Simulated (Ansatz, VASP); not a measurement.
**ZrWS3: VASP beside Ansatz**

```
Zr W S
1.0
     3.84453    0.00000    0.00000
    -1.92226    3.32946    0.00000
     0.00000    0.00000    7.96681
Zr W S
1 1 3
Direct
  0.33333 0.66667 0.50000
  0.00000 0.00000 0.00000
  0.00000 0.00000 0.31389
  0.00000 0.00000 0.68611
  0.33333 0.66667 0.00000
```

Alike in both runs: functional PBE; k mesh 6 × 6 × 2; occupations gaussian, width 0.1 eV; no spin polarisation.

Ansatz relaxed the structure, and its values are those at the end. VASP's run is a single point on that final structure, the one shown.

```csv
,VASP,Ansatz
version,VASP 6.6.1,Ansatz 0.2.0
potentials or method,"VASP PAW PBE potentials, release 64 (Zr_sv, W_sv, S)","scalar-relativistic, plane waves, PAW"
plane-wave cutoff (eV),520,420
valence electrons in the cell,44,44
```

|  | VASP | Ansatz | Ansatz less VASP |
| --- | --- | --- | --- |
| gap on the k mesh at the Fermi level (eV) | none | none | - |
| pressure (GPa) | 0.0 | 0.0 | -0.04 |
| rms of the force components (eV/Å) | 0.007 | 0.008 | +0.0009 |

A gap of «none» marks a metal or a gap that the smearing closes. The functional is the same, so the differences come from potentials, cutoffs and numerics.

Caveats: the k mesh is coarse (spacing up to 0.39 Å⁻¹), so the values aren't converged. The runs have no spin-orbit coupling, so splittings on W are missing.
